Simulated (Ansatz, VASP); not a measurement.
# Cross-check of MgO between VASP and Ansatz, part 2 of 2

Aim: how closely do two programs agree when they are given the same cell, functional and k mesh?  Valence electrons are named where the data sets of a main pair hold unlike numbers.

VASP 6.6.1 and Ansatz 0.2.0.

So far. Step 2 (VASP: band structure, LDA): The PAW data sets were made with PBE, though LDA sets exist; pressures can shift by 1 GPa and more with it. At this level the cell is under a tension of 5.9 GPa, so at these settings it is away from equilibrium. Step 4 (Side by side): Among the levels compared at these points, filled levels agree within 34 meV and empty ones within 40 meV. Ansatz's pressure holds a Pulay correction of 0.85 GPa; VASP's holds none.

### Step 5. VASP: band structure, PBEsol

Level of this step: PBEsol; plane waves and PAW (Mg, O) (VASP).

The same path points are solved in both programs, so levels can be compared one by one.

INCAR

```
SYSTEM = MgO
PREC = Accurate
ENCUT = 520
EDIFF = 1E-06
NELM = 100
ISMEAR = 0
SIGMA = 0.02
LREAL = .FALSE.
ALGO = Normal
GGA = PS
NBANDS = 16
LORBIT = 11
LWAVE = .FALSE.
LCHARG = .FALSE.
KPAR = 4
```

POSCAR

```
MgO
1.0
    0.0000000000      2.1060700000      2.1060700000
    2.1060700000      0.0000000000      2.1060700000
    2.1060700000      2.1060700000      0.0000000000
Mg O
1 1
Direct
    0.0000000000      0.0000000000      0.0000000000
    0.5000000000      0.5000000000      0.5000000000
```

KPOINTS

```
Automatic mesh
0
Gamma
6 6 6
0 0 0
```

KPOINTS_OPT

```
Line mode
16
Line-mode
Reciprocal
  0.00000000   0.00000000   0.00000000 GAMMA
  0.50000000   0.00000000   0.50000000 X

  0.50000000   0.00000000   0.50000000 X
  0.50000000   0.25000000   0.75000000 W

  0.50000000   0.25000000   0.75000000 W
  0.37500000   0.37500000   0.75000000 K

  0.37500000   0.37500000   0.75000000 K
  0.00000000   0.00000000   0.00000000 GAMMA

  0.00000000   0.00000000   0.00000000 GAMMA
  0.50000000   0.50000000   0.50000000 L

  0.50000000   0.50000000   0.50000000 L
  0.62500000   0.25000000   0.62500000 U

  0.62500000   0.25000000   0.62500000 U
  0.50000000   0.25000000   0.75000000 W

  0.50000000   0.25000000   0.75000000 W
  0.50000000   0.50000000   0.50000000 L

  0.50000000   0.50000000   0.50000000 L
  0.37500000   0.37500000   0.75000000 K

  0.62500000   0.25000000   0.62500000 U
  0.50000000   0.00000000   0.50000000 X
```

PAW data sets: Mg and O (PBE family, release 64).

Run with:

```
mpirun -np 4 vasp_std
```

Numbers of over 12 decimals in the logs are rounded to 6 here.

The log of the run:

```text
[banner, memory and clock lines left out]
running    4 mpi-ranks, on    1 nodes
[...]
[... a notice as in an earlier step ...]

 LDA part: xc-table for (Slater+PW92), standard interpolation
 POSCAR, INCAR and KPOINTS ok, starting setup
[...]
entering main loop
       N       E                     dE             d eps       ncg     rms          rms(c)
DAV:   1     0.149112484393E+02    0.14911E+02   -0.45236E+03   584   0.459E+02
DAV:   2    -0.134179448331E+02   -0.28329E+02   -0.27813E+02   696   0.118E+02
DAV:   3    -0.138971456143E+02   -0.47920E+00   -0.47908E+00   608   0.118E+01
DAV:   4    -0.138980564871E+02   -0.91087E-03   -0.91087E-03   688   0.572E-01
[...]
DAV:  10    -0.125120505381E+02    0.11019E-03   -0.33763E-04   592   0.111E-01    0.718E-03
DAV:  11    -0.125120526063E+02   -0.20682E-05   -0.83930E-06   624   0.142E-02    0.390E-03
DAV:  12    -0.125120528232E+02   -0.21686E-06   -0.20718E-07   336   0.276E-03
   1 F= -.12512053E+02 E0= -.12512053E+02  d E =-.132635E-66
 Start KPOINTS_OPT (optional k-point list driver)
k-point batch [1-16\160]
       N       E                     dE             ncg
DAV:   1     0.236907214707E+03   -0.30955E+04      552
DAV:   2    -0.242878989069E+03   -0.47979E+03      672
DAV:   3    -0.254610273757E+03   -0.11731E+02      624
DAV:   4    -0.254635095306E+03   -0.24822E-01      696
DAV:   5    -0.254635167236E+03   -0.71930E-04      600
DAV:   6    -0.254635167517E+03   -0.28044E-06      632
[...]
k-point batch [145-160\160]
       N       E                     dE             ncg
DAV:   1     0.881865705838E+02   -0.66415E+04      568
DAV:   2    -0.328385243859E+03   -0.41657E+03      712
DAV:   3    -0.335720089797E+03   -0.73348E+01      704
DAV:   4    -0.335735913937E+03   -0.15824E-01      664
DAV:   5    -0.335735963419E+03   -0.49482E-04      688
DAV:   6    -0.335735963590E+03   -0.17070E-06      576
```

From OUTCAR (step 5):

```text
  Total       -0.0333919     -0.0333919     -0.0333919      0.0000000      0.0000000      0.0000000
  in kB       -2.8635364     -2.8635364     -2.8635364      0.0000000      0.0000000      0.0000000
  external PRESSURE =      -2.8635364 kB  Pullay stress =       0.0000000 kB

  FREE ENERGIE OF THE ION-ELECTRON SYSTEM (eV)
  ---------------------------------------------------
  free  energy   TOTEN  =       -12.5120528232 eV

  energy  without entropy=      -12.5120528232  energy(sigma->0) =      -12.51205282

[... 3 parts as in an earlier step ...]

[... 1 further part left out ...]
[key lines of the parts left out:]
E-fermi :   3.3086
```

The PAW data sets were made with PBE, which is usual practice but a small mismatch for other functionals.

### Step 6. Ansatz: band structure, PBEsol

The same cell, functional, mesh and smearing now go to Ansatz, which takes its cutoff from its data sets.

input.yaml

```yaml
crystal:
  lattice:
    - [0.0, 2.10607, 2.10607]
    - [2.10607, 0.0, 2.10607]
    - [2.10607, 2.10607, 0.0]
  atoms:
    - { symbol: Mg, position: [0.0, 0.0, 0.0] }
    - { symbol: O, position: [0.5, 0.5, 0.5] }
hamiltonian:
  xc: pbesol
  pseudopotentials: { kind: paw }
kpoints:
  mp_grid: { grid: [6, 6, 6] }
  band_path:
    path:
      - [0.0, 0.0, 0.0]
      - [0.16667, 0.0, 0.16667]
      - [0.33333, 0.0, 0.33333]
      - [0.5, 0.0, 0.5]
      - [0.5, 0.08333, 0.58333]
      - [0.5, 0.18333, 0.68333]
      - [0.5, 0.25, 0.75]
      - [0.45, 0.3, 0.75]
      - [0.40833, 0.34167, 0.75]
      - [0.35, 0.35, 0.7]
      - [0.225, 0.225, 0.45]
      - [0.075, 0.075, 0.15]
      - [0.03333, 0.03333, 0.03333]
      - [0.23333, 0.23333, 0.23333]
      - [0.4, 0.4, 0.4]
      - [0.51667, 0.46667, 0.51667]
      - [0.55833, 0.38333, 0.55833]
      - [0.60833, 0.28333, 0.60833]
      - [0.60833, 0.25, 0.64167]
      - [0.55833, 0.25, 0.69167]
      - [0.51667, 0.25, 0.73333]
      - [0.5, 0.3, 0.7]
      - [0.5, 0.38333, 0.61667]
      - [0.5, 0.48333, 0.51667]
      - [0.475, 0.475, 0.55]
      - [0.425, 0.425, 0.65]
      - [0.38333, 0.38333, 0.73333]
      - [0.59167, 0.18333, 0.59167]
      - [0.55, 0.1, 0.55]
      - [0.5, 0.0, 0.5]
    npoints: 1
scf:
  occupations: { method: gaussian, width: 0.02 }
  n_extra_bands: 7
output:
  forces: true
  stress: true
  eigenvalues: true
```

Run with:

```
ansatz run input.yaml --threads 2 --pin off --max-ram 4608MiB --backend cpu --events-out ev --progress --plain --runs-dir out
```

The log of the run:

```text
[...]
Crystal: 2 atoms, lattice volume = 18.683 Å³
Basis set: ecut = 420 eV, 339 PW (Γ), exchange–correlation on 40×40×40 points (8 copies of the dense FFT grid, shifted against one another)
Bands: 15, of which v1, the nominal top of the filled ones, is band 8 counted from 1 (7 counted from 0)
Symmetry: 48 space group operations
[...]
k-points: 16 of 216
[...]
k-point 0: bands = [... 4 lower, -9.1807, 8.0136, 8.0136, 8.0136, 12.6466, 23.6874, 23.6874, 23.6874, ... 3 higher]
  k-point 1: bands = [... 4 lower, -8.8833, 6.4831, 7.8375, 7.8375, 14.0748, 21.3226, 24.2566, 24.2566, ... 3 higher]
  k-point 2: bands = [... 4 lower, -8.2151, 4.3014, 7.5098, 7.5098, 15.5592, 20.2022, 24.4678, 24.4678, ... 3 higher]
  k-point 15: bands = [... 4 lower, -7.5584, 4.4263, 5.7517, 6.3271, 18.4137, 19.3323, 20.3555, 24.3976, ... 3 higher]
[key lines of the parts left out:]
SCF converged after 6 iterations
Free energy (F): -2475.870734 eV
Fermi energy:    10.330124 eV
P = ⅓ Tr σ = 0.2080 GPa (2.080 kbar)
```

Elapsed: 0.67 s, on 2 threads of Intel Xeon at 2.80GHz (Skylake/Cascade Lake), shared host; peak memory 0.32 GiB.

### Step 7. Comparison

What differs besides the data sets and the points named for the pairs above, as far as they apply: the data sets hold 16 valence electrons in Ansatz (on its default PAW (the set named soft_2) files) and 8 in VASP; VASP leaves aspherical gradient terms in its spheres out (LASPH is not set), Ansatz keeps them. Total energies have different zeros and are not compared.

The two programs side by side:

```
                                        quantity  Ansatz   VASP  difference
                                  pressure (GPa)    0.21  -0.29       +0.49
pressure without Ansatz's Pulay correction (GPa)   -0.46  -0.29       -0.17
                   gap over the path points (eV)   4.633  4.633       0.000
```

Levels at points of the path, from each program's valence-band top (eV; 3 filled, then empty):

```
k (reciprocal lattice)                         Ansatz                           VASP
     0.000 0.000 0.000      0.00 0.00 0.00 4.63 15.67      0.00 0.00 0.00 4.63 15.63
     0.167 0.000 0.167   -1.61 -0.39 -0.39 6.55 12.55   -1.61 -0.39 -0.39 6.55 12.52
     0.333 0.000 0.333    -3.47 -1.06 -1.06 9.20 9.87    -3.49 -1.07 -1.07 9.20 9.84
     0.500 0.000 0.500    -4.11 -1.36 -1.36 8.96 9.87    -4.15 -1.37 -1.37 8.92 9.88
     0.500 0.083 0.583   -3.98 -1.62 -1.47 9.38 10.29   -4.01 -1.64 -1.48 9.35 10.29
     0.500 0.183 0.683  -3.48 -2.41 -1.72 10.63 11.54  -3.51 -2.42 -1.73 10.61 11.55
     0.500 0.250 0.750  -2.98 -2.98 -1.79 11.51 11.51  -3.00 -3.00 -1.79 11.50 11.50
     0.450 0.300 0.750  -3.32 -2.74 -1.57 10.73 11.88  -3.35 -2.76 -1.58 10.72 11.89
     0.408 0.342 0.750  -3.48 -2.73 -1.25 10.12 11.72  -3.51 -2.74 -1.26 10.11 11.73
     0.350 0.350 0.700  -3.28 -3.07 -1.07 10.11 12.14  -3.30 -3.08 -1.07 10.10 12.15
```

Among the levels compared at these points, filled levels agree within 33 meV and empty ones within 43 meV. Ansatz's pressure holds a Pulay correction of 0.67 GPa; VASP's holds none.

### Step 8. Other set-ups

Further runs change the set-up of one program: Ansatz's method, potentials or start, or VASP's data sets, cutoff or form of LDA. The table gives Ansatz less VASP for each quantity, since a change that brings one quantity closer may part another.

```
                              run  pressure (GPa)  gap over the path points (eV)
                         as above            0.49                        -3.0e-4
Ansatz's all-electron LAPW method            0.58                         0.0017
```

### Step 9. VASP: band structure, r2SCAN

Levels along a path test the potential and the projectors away from the mesh points.

INCAR, as its differences from that of step 5:

```diff
@@ -9,3 +9,4 @@
 ALGO = Normal
-GGA = PS
+METAGGA = R2SCAN
+LASPH = .TRUE.
 NBANDS = 16
```

POSCAR is that of step 5.

KPOINTS is that of step 5.

KPOINTS_OPT is that of step 5.

Run with:

```
mpirun -np 4 vasp_std
```

The log of the run:

```text
[banner, memory and clock lines left out]
running    4 mpi-ranks, on    1 nodes
[...]
[... a notice as in an earlier step ...]

 LDA part: xc-table for (None), standard interpolation
 POSCAR, INCAR and KPOINTS ok, starting setup
[...]
entering main loop
       N       E                     dE             d eps       ncg     rms          rms(c)
DAV:   1     0.117233353487E+02    0.11723E+02   -0.46428E+03   568   0.473E+02
DAV:   2    -0.192862737780E+02   -0.31010E+02   -0.30409E+02   688   0.125E+02
DAV:   3    -0.198455152351E+02   -0.55924E+00   -0.55907E+00   616   0.131E+01
DAV:   4    -0.198467319019E+02   -0.12167E-02   -0.12167E-02   680   0.682E-01
[...]
DAV:  11    -0.161599084207E+02   -0.19474E-04   -0.10288E-04   592   0.473E-02    0.108E-02
DAV:  12    -0.161599133901E+02   -0.49694E-05   -0.37337E-06   568   0.101E-02    0.691E-03
DAV:  13    -0.161599124363E+02    0.95384E-06   -0.12490E-06   336   0.631E-03
   1 F= -.16159912E+02 E0= -.16159912E+02  d E =-.918708E-27
 Start KPOINTS_OPT (optional k-point list driver)
k-point batch [1-16\160]
       N       E                     dE             ncg
DAV:   1     0.201932362614E+03   -0.31305E+04      544
DAV:   2    -0.311303872026E+03   -0.51324E+03      680
DAV:   3    -0.323756690270E+03   -0.12453E+02      624
DAV:   4    -0.323785569848E+03   -0.28880E-01      696
DAV:   5    -0.323785667359E+03   -0.97510E-04      600
DAV:   6    -0.323785667794E+03   -0.43497E-06      680
[...]
k-point batch [145-160\160]
       N       E                     dE             ncg
DAV:   1     0.380542420421E+02   -0.66917E+04      568
DAV:   2    -0.398324814429E+03   -0.43638E+03      720
DAV:   3    -0.405883237073E+03   -0.75584E+01      712
DAV:   4    -0.405900815312E+03   -0.17578E-01      656
DAV:   5    -0.405900877904E+03   -0.62591E-04      704
DAV:   6    -0.405900878155E+03   -0.25087E-06      576
```

From OUTCAR (step 9):

```text
  Total       -0.2401880     -0.2401880     -0.2401880      0.0000000      0.0000000      0.0000000
  in kB      -20.5974489    -20.5974489    -20.5974489      0.0000000      0.0000000      0.0000000
  external PRESSURE =     -20.5974489 kB  Pullay stress =       0.0000000 kB

 POSITION                                       TOTAL-FORCE (eV/Angst)
 -----------------------------------------------------------------------------------
      0.00000      0.00000      0.00000        -0.000000     -0.000000      0.000000
      2.10607      2.10607      2.10607         0.000000      0.000000      0.000000
 -----------------------------------------------------------------------------------
    total drift:                               -0.000000     -0.000000      0.000000

  FREE ENERGIE OF THE ION-ELECTRON SYSTEM (eV)
  ---------------------------------------------------
  free  energy   TOTEN  =       -16.1599124363 eV

  energy  without entropy=      -16.1599124363  energy(sigma->0) =      -16.15991244

[... 2 parts as in an earlier step ...]

[... 1 further part left out ...]
[key lines of the parts left out:]
E-fermi :   2.9223
```

At this level the cell is under a tension of 2.1 GPa, so at these settings it is away from equilibrium.

### Step 10. Ansatz: band structure, r2SCAN

The same cell, functional, mesh and smearing now go to Ansatz, which takes its cutoff from its data sets.

input.yaml, as its differences from that of step 6:

```diff
@@ -9,3 +9,3 @@
 hamiltonian:
-  xc: pbesol
+  xc: r2scan
   pseudopotentials: { kind: paw }
```

Run with:

```
ansatz run input.yaml --threads 2 --pin off --max-ram 4608MiB --backend cpu --events-out ev --progress --plain --runs-dir out
```

The log of the run:

```text
[...]
Crystal: 2 atoms, lattice volume = 18.683 Å³
Basis set: ecut = 500 eV, 459 PW (Γ), exchange–correlation on 96×96×96 points (64 copies of the dense FFT grid, shifted against one another)
Bands: 15, of which v1, the nominal top of the filled ones, is band 8 counted from 1 (7 counted from 0)
Symmetry: 48 space group operations
[...]
k-points: 16 of 216
[...]
k-point 0: bands = [... 4 lower, -10.4846, 7.7181, 7.7181, 7.7181, 13.3463, 24.5419, 24.5419, 24.5419, ... 3 higher]
  k-point 1: bands = [... 4 lower, -10.1972, 6.2439, 7.5390, 7.5390, 14.7597, 22.2311, 25.1520, 25.1520, ... 3 higher]
  k-point 2: bands = [... 4 lower, -9.5586, 4.0697, 7.2032, 7.2032, 16.3169, 21.1555, 25.4490, 25.4490, ... 3 higher]
  k-point 15: bands = [... 4 lower, -8.9408, 4.1723, 5.4801, 6.0452, 19.2461, 20.3249, 21.3279, 25.4662, ... 3 higher]
[key lines of the parts left out:]
SCF converged after 6 iterations
Free energy (F): -2498.334459 eV
Fermi energy:    10.532249 eV
P = ⅓ Tr σ = -0.9060 GPa (-9.060 kbar)
```

It took 1.3 s on 2 threads; peak memory 0.38 GiB.

### Step 11. Side by side

What differs besides the data sets and the points named for the pairs above, as far as they apply: VASP keeps PBE cores, Ansatz makes them for the functional; the data sets hold 16 valence electrons in Ansatz (on its default PAW (the set named soft_2) files) and 8 in VASP; the cutoff is 500 eV in Ansatz and 520 eV in VASP. Total energies have different zeros and are not compared.

Compared:

```
                                        quantity  Ansatz   VASP  difference
                                  pressure (GPa)   -0.91  -2.06       +1.15
pressure without Ansatz's Pulay correction (GPa)   -0.98  -2.06       +1.08
                   gap over the path points (eV)   5.628  5.603      +0.025
```

Levels at points of the path, from each program's valence-band top (eV; 3 filled, then empty):

```
k (reciprocal lattice)                         Ansatz                           VASP
     0.000 0.000 0.000      0.00 0.00 0.00 5.63 16.82      0.00 0.00 0.00 5.60 16.83
     0.167 0.000 0.167   -1.55 -0.39 -0.39 7.53 13.71   -1.55 -0.39 -0.39 7.51 13.71
     0.333 0.000 0.333  -3.42 -1.07 -1.07 10.33 10.97  -3.44 -1.07 -1.07 10.30 10.97
     0.500 0.000 0.500  -4.07 -1.36 -1.36 10.04 11.12  -4.10 -1.37 -1.37 10.03 11.06
     0.500 0.083 0.583  -3.94 -1.62 -1.47 10.47 11.54  -3.96 -1.63 -1.48 10.46 11.48
     0.500 0.183 0.683  -3.44 -2.38 -1.71 11.77 12.84  -3.46 -2.40 -1.71 11.76 12.78
     0.500 0.250 0.750  -2.94 -2.94 -1.77 12.70 12.70  -2.96 -2.96 -1.77 12.69 12.69
     0.450 0.300 0.750  -3.28 -2.70 -1.56 11.88 13.20  -3.31 -2.72 -1.57 11.87 13.14
     0.408 0.342 0.750  -3.44 -2.69 -1.26 11.26 13.02  -3.46 -2.70 -1.27 11.24 12.97
     0.350 0.350 0.700  -3.23 -3.02 -1.08 11.25 13.45  -3.26 -3.04 -1.08 11.22 13.41
```

Among the levels compared at these points, filled levels agree within 30 meV and empty ones within 63 meV. Ansatz's pressure holds a Pulay correction of 0.08 GPa; VASP's holds none.

### Step 12. What the set-up changes

Further runs change the set-up of one program: Ansatz's method, potentials or start, or VASP's data sets, cutoff or form of LDA. The table gives Ansatz less VASP for each quantity, since a change that brings one quantity closer may part another.

```
                                        run  pressure (GPa)  gap over the path points (eV)  pressure without Ansatz's Pulay correction (GPa)
                                   as above             1.2                          0.025                                               1.1
                       cores kept as stored             1.1                          0.026                                               1.1
          Ansatz's all-electron LAPW method             1.1                          0.026                                                  
    Ansatz's larger PAW set (cutoff 900 eV)             1.1                          0.023                                               1.1
norm-conserving potentials (cutoff 1290 eV)             1.2                          0.022
```

### Step 13. What came out

```json
{"largest difference of a filled level at the path points (band structure, LDA)": "34 meV", "largest difference of a filled level at the path points (band structure, PBEsol)": "33 meV", "difference in pressure (band structure, r2SCAN)": "1.2 GPa"}
```

In words: The difference in pressure is 1.2 GPa (band structure, r2SCAN), beyond the 1 GPa picked in this series as the mark of a large difference. The data sets hold unlike numbers of valence electrons (16 in Ansatz and 8 in VASP), so part of the differences comes from the potentials. Band structure, PBEsol, Ansatz's all-electron LAPW method: the difference in gap over the path points goes from -3.0e-4 to 0.0017 eV. For band structure, r2SCAN, no further run moves any of the tabulated differences by more than a quarter of its size. 1 further run of this series is not shown here. How closely two codes agree says nothing of how well the functional describes the real material.

[Lines on the potential files, build, host, timing and source positions are cut from VASP's logs without a mark.]

[Logs are printed without paths, hosts, clocks, repeated set-up lines and the standing remarks that a program may print on its own settings, such as how far it seeks lower states.]

[Hosts, paths, dates, database ids (printed as entryN), source tags and the programs' standing remarks are cut or masked in the printed files.]
